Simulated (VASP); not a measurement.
Method: PBE GGA, VASP's PBE PAW potentials (set 64) (plane waves; VASP).

VASP ran on this input.

File KPOINTS:
```
kpoints
0
gamma
  7 7 7
```

INCAR:
```
# general
SYSTEM  = Pt3Ti
PREC    = Accurate
ENCUT   = 400   # plane-wave cut-off (eV)
LREAL   = F   # projection in real space or not
LASPH   = T

# electronic loop
EDIFF   = 1E-6   # SCF stop (eV)
NELM    = 100   # most electronic steps
ALGO    = Normal
LMAXMIX = 6

# smearing
ISMEAR  = 1   # Methfessel-Paxton
SIGMA   = 0.1   # width (eV)

# functional
GGA     = PE

# ions
IBRION  = 2   # conjugate gradients
NSW     = 60
ISIF    = 3
EDIFFG  = -0.02   # ionic stop

# output
LWAVE   = F
LCHARG  = F
```

POSCAR:
```
Pt3Ti
1
    3.9453000466     0.0000000000     0.0000000000
    0.0000000000     3.9453000466     0.0000000000
   -0.0000000000     0.0000000000     3.9453000466
Ti Pt
1 3
Direct
  0.0000000000   0.0000000000   0.0000000000
  0.0000000000   0.5000000000   0.5000000000
  0.5000000000   0.0000000000   0.5000000000
  0.5000000000   0.5000000000   0.0000000000
```

POTCAR, in this order: Ti_sv Pt (PBE.64 set). Program: vasp_std.

Output

**OUTCAR**
```
 ion  position               nearest neighbor table
   1  0.000  0.000  0.000-   2 2.79   3 2.79   4 2.79   2 2.79   3 2.79   2 2.79   4 2.79   2 2.79
                             3 2.79   4 2.79   3 2.79   4 2.79
   2  0.000  0.500  0.500-   1 2.79   3 2.79   4 2.79   1 2.79   4 2.79   1 2.79   3 2.79   1 2.79
                             3 2.79   4 2.79   4 2.79   3 2.79
   3  0.500  0.000  0.500-   1 2.79   2 2.79   4 2.79   1 2.79   4 2.79   2 2.79   4 2.79   4 2.79
                             1 2.79   2 2.79   1 2.79   2 2.79
   4  0.500  0.500  0.000-   1 2.79   2 2.79   3 2.79   2 2.79   3 2.79   1 2.79   3 2.79   3 2.79
                             1 2.79   2 2.79   2 2.79   1 2.79
  LATTYP: Found a simple cubic cell.
 ALAT       =     3.9453000466
 Subroutine PRICEL returns:
 Original cell was already a primitive cell.
 Subroutine GETGRP returns: Found 48 space group operations
The static configuration has the point symmetry O_h .
The dynamic configuration has the point symmetry O_h .
 Subroutine INISYM returns: Found 48 space group operations
 Subroutine IBZKPT returns following result:
 Found     20 irreducible k-points:

 Following reciprocal coordinates:
            Coordinates               Weight
  0.000000  0.000000  0.000000      1.000000
  0.142857  0.000000  0.000000      6.000000
  0.285714  0.000000  0.000000      6.000000
...
```

OSZICAR:
```
       N       E                     dE             d eps       ncg     rms          rms(c)
DAV:   1     0.331064975885E+03    0.33106E+03   -0.18178E+04  1000   0.150E+03
DAV:   2    -0.437157606355E+01   -0.33544E+03   -0.32832E+03  1080   0.401E+02
DAV:   3    -0.320816867631E+02   -0.27710E+02   -0.26709E+02  1559   0.988E+01
DAV:   4    -0.327522096121E+02   -0.67052E+00   -0.66726E+00  1175   0.162E+01
DAV:   5    -0.327737396431E+02   -0.21530E-01   -0.21495E-01  1467   0.278E+00    0.207E+01
DAV:   6    -0.310374999008E+02    0.17362E+01   -0.24017E+01  1399   0.335E+01    0.147E+01
DAV:   7    -0.304427128391E+02    0.59479E+00   -0.32518E+01  1482   0.337E+01    0.988E+00
DAV:   8    -0.296971011981E+02    0.74561E+00   -0.16381E+00  1410   0.973E+00    0.457E+00
DAV:   9    -0.295937026848E+02    0.10340E+00   -0.20681E+00  1502   0.766E+00    0.233E+00
DAV:  10    -0.295406012595E+02    0.53101E-01   -0.32640E-01  1412   0.384E+00    0.336E-01
DAV:  11    -0.295433365056E+02   -0.27352E-02   -0.68938E-03  1352   0.593E-01    0.514E-01
DAV:  12    -0.295410037696E+02    0.23327E-02   -0.16270E-02  1509   0.742E-01    0.106E-01
DAV:  13    -0.295409624002E+02    0.41369E-04   -0.23367E-04  1143   0.109E-01    0.574E-02
DAV:  14    -0.295409536313E+02    0.87690E-05   -0.25707E-05  1452   0.290E-02    0.418E-02
DAV:  15    -0.295409397364E+02    0.13895E-04   -0.76592E-05  1503   0.542E-02    0.444E-03
DAV:  16    -0.295409400432E+02   -0.30681E-06   -0.92475E-07   695   0.688E-03
   1 F= -.29540940E+02 E0= -.29540963E+02  d E =-.295409E+02
```

OUTCAR:
```
------------------------ aborting loop because EDIFF is reached ----------------------------------------
  FORCE on cell =-STRESS in cart. coord.  units (eV):
  Direction    XX          YY          ZZ          XY          YZ          ZX
  --------------------------------------------------------------------------------------
  Total        0.0058005      0.0058005      0.0058005      0.0000000      0.0000000      0.0000000
  in kB        0.1513341      0.1513341      0.1513341      0.0000000      0.0000000      0.0000000
  external PRESSURE =       0.1513341 kB  Pullay stress =       0.0000000 kB
  volume of cell :       61.41
      direct lattice vectors                 reciprocal lattice vectors
     3.945300047  0.000000000  0.000000000     0.253466147  0.000000000  0.000000000
     0.000000000  3.945300047  0.000000000     0.000000000  0.253466147  0.000000000
     0.000000000  0.000000000  3.945300047     0.000000000  0.000000000  0.253466147
 POSITION                                       TOTAL-FORCE (eV/Angst)
 -----------------------------------------------------------------------------------
      0.00000      0.00000      0.00000         0.000000      0.000000      0.000000
      0.00000      1.97265      1.97265         0.000000      0.000000      0.000000
      1.97265      0.00000      1.97265         0.000000      0.000000      0.000000
      1.97265      1.97265      0.00000         0.000000      0.000000      0.000000
 -----------------------------------------------------------------------------------
    total drift:                                0.000000      0.000000      0.000000
  FREE ENERGIE OF THE ION-ELECTRON SYSTEM (eV)
  ---------------------------------------------------
  free  energy   TOTEN  =       -29.5409400432 eV

  energy  without entropy=      -29.5410091677  energy(sigma->0) =      -29.54096308

 reached required accuracy - stopping structural energy minimisation
```
(Selected blocks of OUTCAR.)

The compound is Pt3Ti in the L1_2 structure. It was relaxed first. The start is the result of an earlier pass.
